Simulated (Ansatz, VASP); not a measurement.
# Mg27Fe7Si28 in two plane-wave programs

Aim: how closely do two programs agree when they are given the same cell, functional and k mesh? The structure shown is frame 20 of Ansatz's trajectory.

Calculated with Ansatz 0.2.0; plane waves, with VASP 6.6.1 beside it; single point at PBE.

### 1. The structure

The cell holds 62 atoms: 27 Mg, 28 Si and 7 Fe. Its edges and angles: a = 12.196 Å, b = 12.196 Å, c = 12.196 Å, α = 90.0°, β = 90.0°, γ = 90.0°. As first built, before any earlier steps moved the atoms (in the runner's words): 62 atoms (27 Mg, 28 Si, 7 Fe) placed at random at 2.32 g/cm^3, melted at 2000 K for 10 ps at fixed volume with the MEAM Al-Si-Mg-Cu-Fe potential (Jelinek et al., Phys. Rev. B 85, 245102 (2012)). Snapshot at the end of a hold of 10 ps at 1650 K and zero pressure.

### 2. Ansatz: dynamics, PBE

Ansatz runs on its default PAW (the set named soft_2) files.

One frame of this run of dynamics is then solved in both programs, so the motion causes no difference.

input.yaml

```yaml
crystal:
  lattice:
    - [12.19631, 0.0, 0.0]
    - [0.0, 12.19631, 0.0]
    - [0.0, 0.0, 12.19631]
  atoms:
    - { symbol: Mg, position: [0.75239, 0.14237, 0.96349] }
    - { symbol: Mg, position: [0.95056, 0.98036, 0.26666] }
    - { symbol: Mg, position: [0.75668, 0.36114, 0.14943] }
    - { symbol: Mg, position: [0.18439, 0.03587, 0.22016] }
    - { symbol: Mg, position: [0.39181, 0.26564, 0.44549] }
    - { symbol: Mg, position: [0.945, 0.72379, 0.55994] }
    - { symbol: Mg, position: [0.15298, 0.39407, 0.67658] }
    - { symbol: Mg, position: [0.14824, 0.7623, 0.7818] }
    - { symbol: Mg, position: [0.71722, 0.62667, 0.33284] }
    - { symbol: Mg, position: [0.95401, 0.66688, 0.02101] }
    - { symbol: Mg, position: [0.84542, 0.05699, 0.74892] }
    - { symbol: Mg, position: [0.26768, 0.44879, 0.86324] }
    - { symbol: Mg, position: [0.05883, 0.16611, 0.05565] }
    - { symbol: Mg, position: [0.52065, 0.43846, 0.72717] }
    - { symbol: Mg, position: [0.98703, 0.32287, 0.84313] }
    - { symbol: Mg, position: [0.57572, 0.27739, 0.29435] }
    - { symbol: Mg, position: [0.1467, 0.9908, 0.61188] }
    - { symbol: Mg, position: [0.29606, 0.33371, 0.176] }
    - { symbol: Mg, position: [0.56593, 0.5455, 0.96618] }
    - { symbol: Mg, position: [0.73881, 0.08374, 0.39506] }
    - { symbol: Mg, position: [0.39749, 0.18019, 0.84891] }
    - { symbol: Mg, position: [0.67557, 0.55094, 0.56799] }
    - { symbol: Mg, position: [0.58176, 0.93033, 0.68893] }
    - { symbol: Mg, position: [0.96129, 0.5587, 0.39598] }
    - { symbol: Mg, position: [0.96445, 0.28875, 0.39796] }
    - { symbol: Mg, position: [0.78162, 0.61869, 0.79425] }
    - { symbol: Mg, position: [0.73587, 0.23948, 0.60491] }
    - { symbol: Si, position: [0.71162, 0.37573, 0.91408] }
    - { symbol: Si, position: [0.40623, 0.72416, 0.53876] }
    - { symbol: Si, position: [0.83562, 0.16942, 0.19116] }
    - { symbol: Si, position: [0.53682, 0.40345, 0.4861] }
    - { symbol: Si, position: [0.32196, 0.44226, 0.56262] }
    - { symbol: Si, position: [0.29924, 0.02765, 0.45639] }
    - { symbol: Si, position: [0.08682, 0.40967, 0.16989] }
    - { symbol: Si, position: [0.11401, 0.74799, 0.39677] }
    - { symbol: Si, position: [0.72797, 0.77132, 0.58608] }
    - { symbol: Si, position: [0.24727, 0.2595, 0.938] }
    - { symbol: Si, position: [0.33558, 0.74962, 0.17342] }
    - { symbol: Si, position: [0.82917, 0.40741, 0.72389] }
    - { symbol: Si, position: [0.88367, 0.46431, 0.97554] }
    - { symbol: Si, position: [0.8293, 0.81704, 0.38737] }
    - { symbol: Si, position: [0.55577, 0.35866, 0.07214] }
    - { symbol: Si, position: [0.75395, 0.40237, 0.37318] }
    - { symbol: Si, position: [0.51168, 0.05471, 0.44778] }
    - { symbol: Si, position: [0.27208, 0.49888, 0.37991] }
    - { symbol: Si, position: [0.11244, 0.53884, 0.96063] }
    - { symbol: Si, position: [0.36547, 0.92658, 0.63119] }
    - { symbol: Si, position: [0.41705, 0.91929, 0.30386] }
    - { symbol: Si, position: [0.94082, 0.73893, 0.24231] }
    - { symbol: Si, position: [0.37084, 0.61204, 0.73315] }
    - { symbol: Si, position: [0.19065, 0.62478, 0.12369] }
    - { symbol: Si, position: [0.91744, 0.50905, 0.18247] }
    - { symbol: Si, position: [0.51007, 0.65164, 0.20361] }
    - { symbol: Si, position: [0.1859, 0.21698, 0.54027] }
    - { symbol: Si, position: [0.51451, 0.2013, 0.60996] }
    - { symbol: Fe, position: [0.29563, 0.75483, 0.35354], spin: 2.2 }
    - { symbol: Fe, position: [0.13352, 0.57397, 0.28734], spin: 2.2 }
    - { symbol: Fe, position: [0.13129, 0.78172, 0.21398], spin: 2.2 }
    - { symbol: Fe, position: [0.34164, 0.56499, 0.21909], spin: 2.2 }
    - { symbol: Fe, position: [0.42771, 0.58467, 0.41059], spin: 2.2 }
    - { symbol: Fe, position: [0.24406, 0.62805, 0.51442], spin: 2.2 }
    - { symbol: Fe, position: [0.50862, 0.78179, 0.38823], spin: 2.2 }
magnetization:
  spin_polarized: true
kpoints:
  mp_grid: { grid: [1, 1, 1] }
hamiltonian:
  xc: pbe
scf:
  occupations: { method: fermi_dirac, width: 0.025 }
  lower_state_search: "off"
output:
  forces: true
md:
  timestep: 2.0
  n_steps: 60
  ensemble: nvt_nose_hoover
  temperature: 300
  initial_velocities: maxwell_boltzmann
  seed: 4860
```

Started as:

```
ansatz run input.yaml --threads 8 --pin off --max-ram 15872MiB --backend cpu --events-out ev --progress --plain --runs-dir out
```

Numbers of over 12 decimals in the logs are rounded to 6 here.

Output:

```text
Warning: md: disabling space-group detection — thermal motion breaks the input geometry's symmetry, so no spatial operation reduces the k-mesh or symmetrises the density; time reversal is kept, so that k and −k are solved as one point where they differ and the mesh holds both, and exact exchange and, on two spinor components, a DFT+U term hold to it where the run has them: on two components no moment then forms, and  [...]
Engine: ansatz 0.2.0, aarch64-unknown-linux-gnu
Pseudopotentials: kind: paw
Pseudopotential: Mg, paw, valence charge 10, recommended cutoff 420 eV (normal), Mg.paw.azcp
Pseudopotential: Si, paw, valence charge 4, recommended cutoff 420 eV (normal), Si.paw.azcp
Pseudopotential: Fe, paw, valence charge 16, recommended cutoff 420 eV (normal), Fe.paw.azcp
Functional definition: PBE
  parameter kappa = 0.804
  parameter beta = 0.066725
  exchange = pbe_x(kappa = kappa, mu = beta*pi^2/3)
  correlation = pbe_c(beta = beta)
Crystal: 62 atoms, lattice volume = 1814.201 Å³
Basis set: ecut = 420 eV, 35513 PW (Γ), exchange–correlation on 180×180×180 points (8 copies of the dense FFT grid, shifted against one another)
Bands: 317, of which v1, the nominal top of the filled ones, is band 247 counted from 1 (246 counted from 0)
Symmetry: 1 space group operations
k-points: 1
Non-local potential: Mg, projectors of the file, l = 0: 3, l = 1: 2, l = 2: 1
Non-local potential: Si, projectors of the file, l = 0: 2, l = 1: 2, l = 2: 2
Non-local potential: Fe, projectors of the file, l = 0: 3, l = 1: 2, l = 2: 3, l = 3: 1
PAW form: soft (Blöchl's): semilocal exchange-correlation on the pseudo side does not see the compensation charge
PAW one-centre angular grid: Mg, 110 points (default); XC on 64 Gauss nodes
PAW one-centre angular grid: Si, 110 points (default); XC on 64 Gauss nodes
PAW one-centre angular grid: Fe, 590 points (default); XC on 64 Gauss nodes
Initial density: superposition of atomic densities (chi_scale 0.1, normalization cell)
Starting moments: Σ|m| = 15.4 μB on 7 of 62 sites
Initial wavefunctions: pseudopotential atomic-orbital guess
Functional: x = pbe(κ = 0.804, μ = 0.219515), c = pbe(β = 0.066725)
SCF iter   1: F=—  HF=-101128.286706 eV  |F-HF|=—  |Δ(HF+E_count)|=         —  Δρ=1.04e-1 (↑2.67e-2 ↓1.04e-1)  dr2=1.03e3  dr2_m=2.66e1  M=3.041 μB ∫|m|=4.598 μB  β_m=0.30  ethr=3.10e-3  ⟨swp⟩=6.5  Hψ=2481  notcnv=0  defer=42
preconditioner: auto → Kerker (q_TF=auto, 2.197 Å⁻¹)  [metal: Δε(μ)=0.037 eV  Ē_g=6.287 eV  σ=0.025 eV  W_gap=0.35  n_scr=340 (ndim 8)  ℏωp=13.0 eV  f_vac=0.094  D(μ)=29.87/eV (n_scr^D=170)]
spin=Collinear: Kerker preconditioning applied to the charge; magnetization (m = ρ↑ − ρ↓) channel mixes plain (no charge-response kernel on spin).
SCF iter   2: F=—  HF=-101140.238956 eV  |F-HF|=—  |Δ(HF+E_count)|=    1.20e1  Δρ=1.34e-1 (↑1.34e-1 ↓8.92e-2)  dr2=1.21e3  dr2_m=8.94e0  M=5.974 μB ∫|m|=7.852 μB  β_m=0.30  ethr=3.10e-3  ⟨swp⟩=8.5  Hψ=1421  notcnv=0  defer=102
SCF iter   3: F=—  HF=-101093.672966 eV  |F-HF|=—  |Δ(HF+E_count)|=    4.66e1  Δρ=5.42e-2 (↑2.15e-2 ↓5.42e-2)  dr2=4.35e2  dr2_m=5.60e0  M=3.687 μB ∫|m|=5.834 μB  β_m=0.30  ethr=3.10e-3  ⟨swp⟩=3.0  Hψ=1426  notcnv=0  defer=101
SCF iter   4: F=—  HF=-101090.106376 eV  |F-HF|=—  |Δ(HF+E_count)|=    3.57e0  Δρ=7.13e-2 (↑7.13e-2 ↓7.02e-2)  dr2=5.15e2  dr2_m=2.53e0  M=5.848 μB ∫|m|=7.596 μB  β_m=0.30  ethr=3.10e-3  ⟨swp⟩=4.5  Hψ=1310  notcnv=0  defer=98
SCF iter   5: F=—  HF=-101091.130212 eV  |F-HF|=—  |Δ(HF+E_count)|=    1.02e0  Δρ=7.90e-2 (↑7.90e-2 ↓6.78e-2)  dr2=8.66e2  dr2_m=1.53e0  M=7.334 μB ∫|m|=8.570 μB  β_m=0.30  ethr=3.10e-3  ⟨swp⟩=5.5  Hψ=1975  notcnv=0  defer=92
SCF iter   6: F=—  HF=-101075.305589 eV  |F-HF|=—  |Δ(HF+E_count)|=    1.58e1  Δρ=3.59e-2 (↑2.74e-2 ↓3.59e-2)  dr2=1.15e2  dr2_m=2.20e0  M=9.736 μB ∫|m|=11.439 μB  β_m=1.00  ethr=3.10e-3  ⟨swp⟩=4.0  Hψ=1862  notcnv=0  defer=91
SCF iter   7: F=—  HF=-101072.908635 eV  |F-HF|=—  |Δ(HF+E_count)|=    2.40e0  Δρ=1.25e-2 (↑8.41e-3 ↓1.25e-2)  dr2=1.08e1  dr2_m=5.06e-1  M=9.463 μB ∫|m|=12.372 μB  β_m=0.30  ethr=3.10e-3  ⟨swp⟩=3.5  Hψ=1296  notcnv=0  defer=89
SCF iter   8: F=—  HF=-101074.063699 eV  |F-HF|=—  |Δ(HF+E_count)|=    1.16e0  Δρ=3.41e-2 (↑1.37e-2 ↓3.41e-2)  dr2=5.01e1  dr2_m=2.17e0  M=10.087 μB ∫|m|=13.501 μB  β_m=0.30  ethr=2.19e-3  ⟨swp⟩=3.5  Hψ=754  notcnv=0  defer=92
SCF iter   9: F=—  HF=-101073.277797 eV  |F-HF|=—  |Δ(HF+E_count)|=   7.86e-1  Δρ=1.88e-2 (↑8.39e-3 ↓1.88e-2)  dr2=1.70e1  dr2_m=1.19e0  M=11.422 μB ∫|m|=14.738 μB  β_m=1.00  ethr=2.19e-3  ⟨swp⟩=3.0  Hψ=768  notcnv=0  defer=91
[...]
SCF iter  31: F=—  HF=-101082.625277 eV  |F-HF|=—  |Δ(HF+E_count)|=   1.73e-8  Δρ=4.28e-6 (↑2.04e-6 ↓4.28e-6)  dr2=1.07e-6  dr2_m=2.73e-8  M=14.411 μB ∫|m|=18.048 μB  β_m=0.17  ethr=1.09e-10  ⟨swp⟩=2.0  Hψ=711  notcnv=0
SCF iter  32: F=—  HF=-101082.625277 eV  |F-HF|=—  |Δ(HF+E_count)|=   1.45e-8  Δρ=2.14e-6 (↑1.04e-6 ↓2.14e-6)  dr2=3.38e-7  dr2_m=8.81e-9  M=14.411 μB ∫|m|=18.048 μB  β_m=0.18  ethr=1.09e-10  ⟨swp⟩=1.0  Hψ=634  notcnv=0
SCF iter  33: F=—  HF=-101082.625277 eV  |F-HF|=—  |Δ(HF+E_count)|=   2.58e-8  Δρ=1.50e-6 (↑7.47e-7 ↓1.50e-6)  dr2=2.09e-7  dr2_m=5.48e-9  M=14.411 μB ∫|m|=18.048 μB  β_m=0.18  ethr=6.85e-11  ⟨swp⟩=1.0  Hψ=634  notcnv=0
SCF iter  34: F=—  HF=-101082.625277 eV  |F-HF|=—  |Δ(HF+E_count)|=   2.30e-8  Δρ=8.62e-7 (↑5.16e-7 ↓8.62e-7)  dr2=1.00e-7  dr2_m=2.72e-9  M=14.411 μB ∫|m|=18.048 μB  β_m=0.27  ethr=4.24e-11  ⟨swp⟩=1.0  Hψ=634  notcnv=0
SCF iter  35: F=—  HF=-101082.625277 eV  |F-HF|=—  |Δ(HF+E_count)|=   1.71e-8  Δρ=1.51e-6 (↑6.37e-7 ↓1.51e-6)  dr2=1.23e-7  dr2_m=7.58e-9  M=14.410 μB ∫|m|=18.048 μB  β_m=0.27  ethr=2.02e-11  ⟨swp⟩=3.0  Hψ=1267  notcnv=0
SCF iter  36: F=—  HF=-101082.625277 eV  |F-HF|=—  |Δ(HF+E_count)|=   1.13e-8  Δρ=1.95e-6 (↑6.62e-7 ↓1.95e-6)  dr2=1.71e-7  dr2_m=1.08e-8  M=14.410 μB ∫|m|=18.048 μB  β_m=0.21  ethr=2.02e-11  ⟨swp⟩=2.0  Hψ=648  notcnv=0
SCF iter  37: F=—  HF=-101082.625277 eV  |F-HF|=—  |Δ(HF+E_count)|=   5.34e-9  Δρ=1.68e-6 (↑6.59e-7 ↓1.68e-6)  dr2=1.53e-7  dr2_m=6.33e-9  M=14.410 μB ∫|m|=18.048 μB  β_m=0.16  ethr=2.02e-11  ⟨swp⟩=2.0  Hψ=743  notcnv=0
SCF iter  38: F=-101082.625277 eV  HF=-101082.625277 eV  |F-HF|=6.77e-9  |Δ(HF+E_count)|=   7.93e-9  Δρ=6.45e-7 (↑3.62e-7 ↓6.45e-7)  dr2=2.76e-8  dr2_m=2.25e-9  M=14.410 μB ∫|m|=18.048 μB  ethr=2.02e-11  ⟨swp⟩=2.0  Hψ=1440  notcnv=0
SCF 61 converged in 38 iterations: F = -101082.625277 eV  dr2 = 2.76e-8
md step    60: t =   120.00 fs  T =   826.1 K  F+E_penalty+E_count = -101082.62527726 eV  E_kin = 6.513509 eV  conserved = -101071.09419281 eV  (38 SCF iters)
SCF converged after 38 iterations
Magnetization: 14.4103 μB (254.2052 up, 239.7948 down)
Absolute magnetization: 18.0690 μB (∫|ρ↑−ρ↓|, with the PAW one-centre terms)
Spin contamination: 1.5648 ħ² per cell (⟨S²⟩ above its minimum at these occupations)
Per-site moments (μB) at R_I (Å): [(0.0068683, 1.068573), (-0.015252, 1.134997), (0.000837341, 1.089747), (0.00229952, 1.097562), (0.011129, 1.088420), (0.016326, 1.142533), (0.0070159, 1.175258), (-0.000609162, 1.142132), (-0.011521, 1.177950), (-0.010937, 1.094138), (-0.017347, 1.292644), (0.00918451, 1.133474), (0.00371331, 1.060890), (0.00079908, 1.146917), (-0.00440974, 1.177019), (0.00538029, 1.123042), (0.0087 [...]
Free energy (F): -101082.625277 eV
Harris-Foulkes:  -101082.625277 eV  (|F-HF|=6.77e-9)
Internal energy: -101082.543595 eV  (E = F + TS)
E sigma→0 (E₀):  -101082.584436 eV
Entropy (-TS):   -0.081683 eV (-1.317 meV/atom)
Fermi energy:    3.716481 eV
--- Per-component energies (eV) ---
  E_band       = -13548.289094
  E_kinetic    = 5516.863195
  E_local      = -105450.492287  (includes V_loc(G=0)·N_el)
  E_nonlocal   = 4844.022768
  E_hartree    = 43895.419504
  E_xc         = -3085.648992
  E_vxc        = -3290.450808  (∫ρ·V_xc dr)
  E_paw        = -31830.044864  (= ΣΔE_a)
  E_vpaw       = -2959.081798  (= ΣTr[D̂ρ^β])
  E_aug_tail   = 0.006015  (compensation charges beyond the density's cutoff)
  E_ewald      = -14972.668933
  E_smearing   = -0.081683  (= −TS)
  E_closure    = 0.000000  (closes the sum)
  Σ components = -101082.625277   (vs F -101082.625277, Δ=0.00e0)
--- Forces (eV/Å), atoms counted from 1 ---
  atom   1  Mg    -0.11307651    -0.09865316    -0.26201067
  atom   2  Mg    -0.26735302     0.25162608     0.19660963
  atom   3  Mg    -0.00098699    -0.04834162     0.30960040
  atom   4  Mg     0.05092856    -0.45863296    -0.03687090
  atom   5  Mg    -0.17461231    -0.80072231    -0.01428699
  atom   6  Mg    -0.81721855    -0.62879015    -0.39432695
  atom   7  Mg     0.20709558     0.00449277    -0.33394295
  atom   8  Mg     0.07656610    -0.21497575    -0.01686517
  atom   9  Mg    -0.12058961    -0.04548128    -0.03567789
  atom  10  Mg     0.09035776    -0.40318169    -0.01420799
  atom  11  Mg     0.00931607     0.11935668    -0.21412173
  atom  12  Mg     0.35495498     0.42199880    -0.26416580
  atom  13  Mg     0.22072705    -0.65455045    -0.29774965
  atom  14  Mg     0.06226981    -0.05301109     0.07464507
  atom  15  Mg    -0.11493346     0.21287452    -0.15467397
  atom  16  Mg    -0.14536704     0.04898569    -0.22400916
  atom  17  Mg     0.54301162     0.30696698    -0.30145732
  atom  18  Mg     0.08728440     0.10444853     0.44665504
  atom  19  Mg     0.01365279    -0.38970107    -0.01192397
  atom  20  Mg    -0.11210283    -0.03515868     0.06451524
  atom  21  Mg    -0.01451570     0.55183675     0.02162276
  atom  22  Mg    -0.21957124     0.47312159    -0.04614177
  atom  23  Mg    -0.08280142    -0.03352640     0.15219387
  atom  24  Mg     0.30965443     0.23219362    -0.22652338
[...]
atom  55  Si    -0.59910005    -0.18835547    -0.43476307
  atom  56  Fe    -0.46713732    -0.38244823     0.56816843
  atom  57  Fe    -0.73663687     0.00630546    -0.10950714
  atom  58  Fe     0.10615687    -0.07388287     0.28432264
  atom  59  Fe     0.51552003     0.64006611    -0.99808385
  atom  60  Fe     0.68873271     0.49481101    -0.42435903
  atom  61  Fe    -0.30469517     0.64284284     0.21569880
  atom  62  Fe     0.06318036    -0.33065107    -0.66907197
  max |Σ_I F_I| component: 2.48e-5 eV/Å
--- MD trajectory: 60 steps, t = 0.0 → 120.0 fs ---
  final state: T = 826.1 K   F+E_penalty+E_count = -101082.62527726 eV   E_kin = 6.513509 eV
  conserved energy: peak-to-peak 8.790e-3 eV (1.418e-4 eV/atom) over 120.0 fs
```

(Continued in part 2 of 2.)

[Lines on the potential files, build, host, timing and source positions are cut from VASP's logs without a mark.]

[Logs are printed without paths, hosts, clocks, repeated set-up lines and the standing remarks that a program may print on its own settings, such as how far it seeks lower states.]

[Hosts, paths, dates, database ids (printed as entryN), source tags and the programs' standing remarks are cut or masked in the printed files.]
